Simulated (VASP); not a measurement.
An input for Quantum ESPRESSO's pw.x (written as the equivalent of a VASP run, and not itself run):

```
&CONTROL
  calculation = 'vc-relax'
  pseudo_dir = './pseudo'
  outdir = './out'
  tprnfor = .true.
  tstress = .true.
  nstep = 40
  forc_conv_thr = 0.00078
/
&SYSTEM
  ibrav = 0
  nat = 2
  ntyp = 2
  ecutwfc = 44
  occupations = 'smearing'
  smearing = 'gaussian'
  degauss = 0.003675
  input_dft = 'pz'
/
&ELECTRONS
  conv_thr = 7.3e-08
  electron_maxstep = 100
/
&IONS
/
&CELL
  press = 100
/
ATOMIC_SPECIES
  Rb 85.468 Rb.upf
  Br 79.904 Br.upf
CELL_PARAMETERS angstrom
     0.0000000    3.1507201    3.1507201
     3.1507201    0.0000000    3.1507201
     3.1507201    3.1507201    0.0000000
ATOMIC_POSITIONS crystal
  Rb   0.0000000  0.0000000  0.0000000
  Br   0.5000000  0.5000000  0.5000000
K_POINTS automatic
  7 7 7 0 0 0
```

**Question.** Write the VASP files for the same calculation (LDA).

**Answer.** This is not unique; one that fits is 
**INCAR**
```
! general
SYSTEM  = RbBr
PREC    = Accurate
ENCUT   = 500
LREAL   = .False.
LASPH   = .True.

! electronic loop
EDIFF   = 1E-6   ! SCF stop (eV)
NELM    = 100   ! most electronic steps
ALGO    = Normal   ! blocked Davidson
LMAXMIX = 4

! smearing
ISMEAR  = 0
SIGMA   = 0.05   ! width (eV)

! ions
IBRION  = 2   ! conjugate gradients
NSW     = 40
ISIF    = 3
EDIFFG  = -0.02
PSTRESS = 100   ! kbar

! output
LWAVE   = .False.
LCHARG  = .False.
```

**KPOINTS**
```
Automatic mesh
0
Gamma
7 7 7
0 0 0
```

**POSCAR**
```
RbBr
1.0
  0.0000000000   3.1507200781   3.1507200781
  3.1507200781   0.0000000000   3.1507200781
  3.1507200781   3.1507200781   0.0000000000
Rb Br
1 1
Direct
  0.0000000000   0.0000000000   0.0000000000
  0.5000000000   0.5000000000   0.5000000000
```

POTCAR, in this order: Rb_sv Br (LDA.64 set). Program: vasp_std.

The two are equivalent in intent, not identical: the potentials are each code's own (VASP's PAW set, PseudoDojo norm-conserving files in pw.x), so ENCUT and ecutwfc are chosen apart and not converted; conv_thr bounds pw.x's estimated SCF error, while EDIFF bounds the energy change between steps; forc_conv_thr acts on force components and is met together with etot_conv_thr.

The compound is RbBr in the rock salt structure. This run relaxes it under an external pressure of 10 GPa. Symmetry was kept, so distortions that lower it aren't found.
